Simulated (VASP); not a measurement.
Input:

```
CELL_PARAMETERS angstrom
     -1.61586     1.61586     2.48819
      1.61586    -1.61586     2.48819
      1.61586     1.61586    -2.48819
ATOMIC_POSITIONS crystal
  In 0.00000 0.00000 0.00000
```

Method: PBE GGA with D3 dispersion (Becke-Johnson damping), VASP's PBE PAW potentials (set 64) (plane waves; VASP). Run with 520 eV cut-off, 18×18×18 Γ-centred mesh, tetrahedra with Blöchl corrections, potentials In_d.

Unless said otherwise, spin-orbit coupling is left out, though it shifts the bands of the heavy elements here.

Question: Tabulate the total density of states (states/eV per cell) against energy (eV; zero at the valence-band maximum or, without a gap, the Fermi level).

Answer: 
```
E (eV) | DOS (states/eV)
    -9.98 |  0.00
    -9.62 |  0.00
    -9.26 | #### 0.09
    -8.90 | ###### 0.13
    -8.66 | ####### 0.15
    -8.30 | ######## 0.17
    -7.94 | ######### 0.20
    -7.58 | ########## 0.22
    -7.22 | ########### 0.23
    -6.86 | ############ 0.25
    -6.50 | ############# 0.27
    -6.14 | ############## 0.28
    -5.90 | ############## 0.30
    -5.54 | ############### 0.31
    -5.18 | ################ 0.33
    -4.82 | ################# 0.36
    -4.46 | #################### 0.41
    -4.10 | ################### 0.40
    -3.74 | ################## 0.37
    -3.38 | ################ 0.34
    -3.14 | ################# 0.36
    -2.78 | ################## 0.37
    -2.42 | ################# 0.34
    -2.06 | ################## 0.36
    -1.70 | ################# 0.35
    -1.34 | ################### 0.40
    -0.98 | ######################### 0.51
    -0.62 | ######################### 0.52
    -0.38 | ######################## 0.49
    -0.02 | #################### 0.40
     0.34 | ##################### 0.44
     0.70 | ######################## 0.50
     1.06 | ######################## 0.50
     1.42 | ######################## 0.49
     1.78 | ######################## 0.51
     2.14 | ########################## 0.53
     2.38 | ########################### 0.55
     2.74 | ########################### 0.56
     3.10 | ############################# 0.59
     3.46 | ############################## 0.62
```
Within 2 eV below the Fermi level the largest weight inside VASP's projection spheres is In p, then In s.

The compound is In in the bct structure. It was relaxed first.
